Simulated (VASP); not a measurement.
Data:

```xyz
6
Lattice="1.5566 -2.6962 0.0000 1.5566 2.6962 0.0000 0.0000 0.0000 11.6095" Properties=species:S:1:pos:R:3 pbc="T T T"
W      1.5566     0.8987     2.9024
W      1.5566    -0.8987     8.7072
S      1.5566     0.8987    10.2854
S      1.5566    -0.8987     4.4806
S      1.5566    -0.8987     1.3241
S      1.5566     0.8987     7.1289
```

Calculation: PBE GGA, VASP's PBE PAW potentials (set 64) (plane waves; VASP 6.6.1). Settings: 500 eV cut-off, 8×8×2 Γ-centred mesh, Gaussian smearing of 0.050 eV, potentials W_sv S.

Without a dispersion term in the relaxation, distances and binding between the weakly bound layers, chains or molecules are unreliable, and so is what depends on them.

**Question.** Estimate the energy per atom (σ→0), pressure.

**Answer.** 
```
Property                           Result
---------------------  ------------------
energy per atom (σ→0)  -753.8 kJ/mol-atom
pressure                        10.06 GPa
```

The compound is WS2 in the 2H layered structure. It was relaxed first under an external pressure of 10 GPa.
